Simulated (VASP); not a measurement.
# LiY3 (I4/mmm) in VASP: relaxation of cell and atoms with PBEsol

Aim: the relaxation of cell and atoms of LiY3 with PBEsol.

All numbers are computed with VASP 6.6.1; they aren't measurements. Logs are shortened: lines on timing, memory, paths and dates and some standing lists are left out, and cuts for length are marked.

### Step 1. Starting point

It takes space group I4/mmm (No. 139, tetragonal). Conventional cell: a = 4.734 Å, b = 4.734 Å, c = 10.653 Å, α = 90.00°, β = 90.00°, γ = 90.00°. Around Y (site symmetry 4/mmm) lie 4 Li at 3.35 Å and 8 Y at 3.56 Å. Y (site symmetry -4m2) is surrounded by 8 Y at 3.35 to 3.56 Å and 4 Li at 3.56 Å. Around Li (site symmetry 4/mmm) lie 12 Y at 3.35 to 3.56 Å.

The cell comes from a database or a generator and needn't be the stable form of this composition.

### Step 2. Relaxation of cell and atoms, PBEsol

File INCAR:

```
PREC = Accurate ; ENCUT = 600
EDIFF = 1E-6 ; ISMEAR = -1
SIGMA = 0.05 ; LREAL = False
LASPH = True ; NELM = 100
ALGO = Normal ; ISIF = 3
LWAVE = False ; LCHARG = False
GGA = PS ; IBRION = 2
NSW = 40 ; EDIFFG = -0.01
```

File KPOINTS:

```
Automatic mesh
0
Gamma
  6 6 6
```

File POSCAR:

```
LiY3
1.0
   -2.3671900000      2.3671900000      5.3266430000
    2.3671900000     -2.3671900000      5.3266430000
    2.3671900000      2.3671900000     -5.3266430000
Y Li
3 1
Direct
    0.5000000000      0.5000000000      0.0000000000
    0.2500000000      0.7500000000      0.5000000000
    0.7500000000      0.2500000000      0.5000000000
    0.0000000000      0.0000000000      0.0000000000
```

Potentials or basis: VASP PAW PBE potentials, release 64 (Y_sv, Li_sv).

The run is started by

```bash
> cat potpaw_PBE.64/Y_sv/POTCAR potpaw_PBE.64/Li_sv/POTCAR > POTCAR
> mpirun -np 1 vasp_std > vasp.out
```

OUTCAR:

```text
PREC = Accurate
   ENCUT = 600
   EDIFF = 1E-6
   ISMEAR = -1
   LREAL = False
   LASPH = True
   NELM = 100
   ISIF = 3
   GGA = PS
   IBRION = 2
   NSW = 40
   EDIFFG = -0.01

 ion  position               nearest neighbor table
   1  0.500  0.500  0.000-   4 3.35   4 3.35   4 3.35   4 3.35   3 3.56   2 3.56   3 3.56   3 3.56
                             2 3.56   2 3.56   3 3.56   2 3.56
   2  0.250  0.750  0.500-   3 3.35   3 3.35   3 3.35   3 3.35   1 3.56   1 3.56   1 3.56   1 3.56

   3  0.750  0.250  0.500-   2 3.35   2 3.35   2 3.35   2 3.35   1 3.56   1 3.56   1 3.56   1 3.56

   4  0.000  0.000  0.000-   1 3.35   1 3.35   1 3.35   1 3.35

  LATTYP: Found a body centered tetragonal cell.
 ALAT       =     4.7343800000
 C/A-ratio  =     2.2501966467

  Lattice vectors:

 A1 = (  -2.3671900000,   2.3671900000,   5.3266430000)
 A2 = (   2.3671900000,  -2.3671900000,   5.3266430000)
 A3 = (   2.3671900000,   2.3671900000,  -5.3266430000)

Analysis of symmetry for initial positions (statically):
=====================================================================
 Subroutine PRICEL returns:
 Original cell was already a primitive cell.

 Routine SETGRP: Setting up the symmetry group for a
 body centered tetragonal supercell.

 Subroutine GETGRP returns: Found 16 space group operations
 (whereof 16 operations were pure point group operations)
 out of a pool of 16 trial point group operations.

The static configuration has the point symmetry D_4h.

Analysis of symmetry for dynamics (positions and initial velocities):
=====================================================================
 Subroutine PRICEL returns:
 Original cell was already a primitive cell.

 Routine SETGRP: Setting up the symmetry group for a
 body centered tetragonal supercell.

 Subroutine GETGRP returns: Found 16 space group operations
 (whereof 16 operations were pure point group operations)
 out of a pool of 16 trial point group operations.

The dynamic configuration has the point symmetry D_4h.

 Subroutine INISYM returns: Found 16 space group operations
 (whereof 16 operations are pure point group operations),
 and found     1 'primitive' translations

----------------------------------------------------------------------------------------

                                     Primitive cell

  volume of cell :     119.3933

  direct lattice vectors                    reciprocal lattice vectors
    -2.367190000  2.367190000  5.326643000     0.000000000  0.211220899  0.093867751
     2.367190000 -2.367190000  5.326643000     0.211220899  0.000000000  0.093867751
     2.367190000  2.367190000 -5.326643000     0.211220899  0.211220899  0.000000000

  length of vectors
     6.291287836  6.291287836  6.291287836     0.231139401  0.231139401  0.298711460

  position of ions in fractional coordinates (direct lattice)
     0.500000000  0.500000000  0.000000000
     0.250000000  0.750000000  0.500000000
     0.750000000  0.250000000  0.500000000
     0.000000000  0.000000000  0.000000000

  ion indices of the primitive-cell ions
   primitive index   ion index
                 1           1
                 2           2
                 3           3
                 4           4

----------------------------------------------------------------------------------------

 KPOINTS: Automatic mesh

Automatic generation of k-mesh.
 Grid dimensions read from file:
 generate k-points for:    6    6    6

 Generating k-lattice:

  Cartesian coordinates                     Fractional coordinates (reciprocal lattice)
     0.000000000  0.035203483  0.015644625     0.166666667 -0.000000000  0.000000000
     0.035203483  0.000000000  0.015644625    -0.000000000  0.166666667  0.000000000
     0.035203483  0.035203483  0.000000000     0.000000000  0.000000000  0.166666667

  Length of vectors
     0.038523234  0.038523234  0.049785243

  Shift w.r.t. Gamma in fractional coordinates (k-lattice)
     0.000000000  0.000000000  0.000000000

 Subroutine IBZKPT returns following result:
 ===========================================

 Found     30 irreducible k-points:

 Following reciprocal coordinates:
            Coordinates               Weight
  0.000000  0.000000  0.000000      1.000000
  0.166667  0.000000 -0.000000      8.000000
  0.333333  0.000000 -0.000000      8.000000
  0.500000  0.000000  0.000000      4.000000
  0.166667  0.166667  0.000000      8.000000
  0.333333  0.166667  0.000000     16.000000
[... 16 lines left out ...]
 -0.333333 -0.333333  0.166667      8.000000
 -0.166667 -0.333333  0.166667      8.000000
 [... further k-points ...]
   k-points           NKPTS =     30   k-points in BZ     NKDIM =     30   number of bands    NBANDS=     22
   number of dos      NEDOS =    301   number of ions     NIONS =      4
   total plane-waves  NPLWV = 125000
   dimension x,y,z NGX =    50 NGY =   50 NGZ =   50
   dimension x,y,z NGXF=   100 NGYF=  100 NGZF=  100
   ions per type =               3   1
   NGX,Y,Z   is equivalent  to a cutoff of  13.21, 13.21, 13.21 a.u.
   NGXF,Y,Z  is equivalent  to a cutoff of  26.42, 26.42, 26.42 a.u.
 SYSTEM =  unknown system
   PREC   = accura    normal or accurate (medium, high low for compatibility)
   ISTART =      0    job   : 0-new  1-cont  2-samecut
   ICHARG =      2    charge: 1-file 2-atom 10-const
   ISPIN  =      1    spin polarized calculation?
   LNONCOLLINEAR =      F non collinear calculations
   LSORBIT =      F    spin-orbit coupling
   LASPH  =      T    aspherical Exc in radial PAW
   ENCUT  =  600.0 eV  44.10 Ry    6.64 a.u.  12.57 12.57 12.57*2*pi/ulx,y,z
   NELM   =    100;   NELMIN=  2; NELMDL= -5     # of ELM steps
   EDIFF  = 0.1E-05   stopping-criterion for ELM
   LREAL  =      F    real-space projection
   EDIFFG = -.1E-01   stopping-criterion for IOM
   NSW    =     40    number of steps for IOM
   IBRION =      2    ionic relax: 0-MD 1-quasi-New 2-CG
   NFREE  =      1    steps in history (QN), initial steepest desc. (CG)
   ISIF   =      3    stress and relaxation
   ISYM   =      2    0-nonsym 1-usesym 2-fastsym
   POTIM  = 0.5000    time-step for ionic-motion
   TEBEG  =    0.0;   TEEND  =   0.0 temperature during run
   PSTRESS=    0.0 pullay stress
   NELECT =      36.0000    total number of electrons
   NUPDOWN=      -1.0000    fix difference up-down
   EMIN   =  10.00;   EMAX   =-10.00  energy-range for DOS
   EFERMI =   0.00;   METHOD = LEGACY
   ISMEAR =    -1;   SIGMA  =   0.05  broadening in eV -4-tet -1-fermi 0-gaus
   EFERMI_NEDOS =   21; number of points for ismear=-14 and -15
   IALGO  =     38    algorithm
   IMIX   =      4    mixing-type and parameters
     AMIX     =   0.40;   BMIX     =  1.00
     AMIX_MAG =   1.60;   BMIX_MAG =  1.00
  volume/ion in A,a.u.               =      29.85       201.43
  Fermi-wavevector in a.u.,A,eV,Ry     =   1.097781  2.074505 16.396697  1.205123
  Thomas-Fermi vector in A             =   2.234147
   LORBIT       =      0    0 simple, 1 ext, 2 COOP (PROOUT), +10 PAW based schemes
   GGA     = PS    functional components
   LHFCALC =     F    Hartree Fock is set to
   AEXX    =    0.0000 exact exchange contribution
   IVDW    =     0    specifies the selected vdW correction
   LEPSILON=     F    determine dielectric tensor
   LRPA    =     F    only Hartree local field effects (RPA)
 conjugate gradient relaxation of ions
 non-spin polarized calculation
  energy-cutoff  :      600.00
  volume of cell :      119.39
 maximum number of plane-waves:      4029
   NGX = 25   NGY = 25   NGZ = 25

--------------------------------------- Ionic step        1  -------------------------------------------

 number of electron      36.0000004 magnetization

 Free energy of the ion-electron system (eV)
  ---------------------------------------------------
  ext. energy  EPLUGINS =         0.00000000
  ---------------------------------------------------
  free energy    TOTEN  =       -21.62167681 eV

  energy without entropy =      -21.56294132  energy(sigma->0) =      -21.59230906

------------------------ aborting loop because EDIFF is reached ----------------------------------------

  FORCE on cell =-STRESS in cart. coord.  units (eV):
  Direction    XX          YY          ZZ          XY          YZ          ZX
  --------------------------------------------------------------------------------------
  -------------------------------------------------------------------------------------
  Total       -1.0835751     -1.0835751     -1.3665729      0.0000000      0.0000000     -0.0000000
  in kB      -14.5408502    -14.5408502    -18.3384892      0.0000000      0.0000000     -0.0000000
  external PRESSURE =     -15.8067299 kB  Pullay stress =       0.0000000 kB
[... 251 lines left out ...]
  energy  without entropy=      -21.5958927815  energy(sigma->0) =      -21.62585717

--------------------------------------- Ionic step        8  -------------------------------------------

 number of electron      35.9999998 magnetization

 Free energy of the ion-electron system (eV)
  ---------------------------------------------------
  ext. energy  EPLUGINS =         0.00000000
  ---------------------------------------------------
  free energy    TOTEN  =       -21.65599662 eV

  energy without entropy =      -21.59690402  energy(sigma->0) =      -21.62645032

 E-fermi :   2.6689     XC(G=0):  -9.2887

 val. band max:        2.6684895779   @ k =   0.5000   0.5000   0.3333
 cond. band min:       2.6871665224   @ k =  -0.3333   0.3333   0.0000
 fundamental gap:      0.0186769444
 Fermi energy:         2.6688672681

 k-point     1 :       0.0000    0.0000    0.0000
  band No.  band energies     occupation
      1     -42.2834      2.00000
      2     -39.9048      2.00000
      3     -39.8062      2.00000
      4     -39.7288      2.00000
      5     -20.1494      2.00000
      6     -20.0904      2.00000
[... 574 lines left out ...]
      6     -20.1069      2.00000
[... 14 lines left out ...]
     21       3.8334      0.00000
     22       4.3518      0.00000

 [... further k-points ...]

------------------------ aborting loop because EDIFF is reached ----------------------------------------

  FORCE on cell =-STRESS in cart. coord.  units (eV):
  Direction    XX          YY          ZZ          XY          YZ          ZX
  --------------------------------------------------------------------------------------
  -------------------------------------------------------------------------------------
  Total        0.0250162      0.0250162      0.0235927      0.0000000      0.0000000      0.0000000
  in kB        0.3543496      0.3543496      0.3341869      0.0000000      0.0000000      0.0000000
  external PRESSURE =       0.3476287 kB  Pullay stress =       0.0000000 kB
[... 19 lines left out ...]
  FREE ENERGIE OF THE ION-ELECTRON SYSTEM (eV)
  ---------------------------------------------------
  free  energy   TOTEN  =       -21.6559966214 eV

  energy  without entropy=      -21.5969040156  energy(sigma->0) =      -21.62645032

 reached required accuracy - stopping structural energy minimisation
```

Run time: 35 min. Hardware: 1 thread of Intel Xeon Platinum 8375C at 2.90GHz (Ice Lake), shared host; peak memory 0.43 GiB.

Results:

- Free energy: -21.6560 eV
- Relaxed volume: 28.28 Å³/atom
- Relaxed cell: a = 6.099 Å, b = 6.099 Å, c = 6.099 Å, α = 134.64°, β = 134.64°, γ = 66.09°
- Space group after relaxing (to 0.05 Å): I4/mmm (No. 139)
- Energy gained by relaxing: 8.6 meV/atom
- Ionic steps: 8
- Pressure after relaxing: 0.0 GPa
- Band gap on the k mesh: none (metal or under the smearing width)

The path:
```tsv
step	energy change (eV)	largest force (eV/Å)	pressure (GPa)	volume (Å³)
1	0.0000	0.0000	-1.58	119.39
2	-0.0305	0.0000	-0.29	114.38
3	-0.0317	0.0000	0.01	113.29
4	-0.0317	0.0000	0.04	113.17
5	-0.0324	0.0000	0.04	113.17
6	-0.0337	0.0000	0.04	113.15
7	-0.0341	0.0000	0.04	113.08
8	-0.0343	0.0000	0.03	113.11
```

Final structure:
```xyz
4
Lattice="-2.3517 2.3517 5.1129 2.3517 -2.3517 5.1129 2.3517 2.3517 -5.1129" Properties=species:S:1:pos:R:3 pbc="T T T"
Y     0.0000    0.0000    5.1129
Y     2.3517    0.0000    2.5564
Y     0.0000    2.3517    2.5564
Li    0.0000    0.0000    0.0000
```

Caveat: the cutoff is under 1.25 times the usual one of these potentials, so pressure, stress and relaxed cells hold a basis-set (Pulay) error; the PAW data sets were made with another functional, which shifts forces and pressure a little.
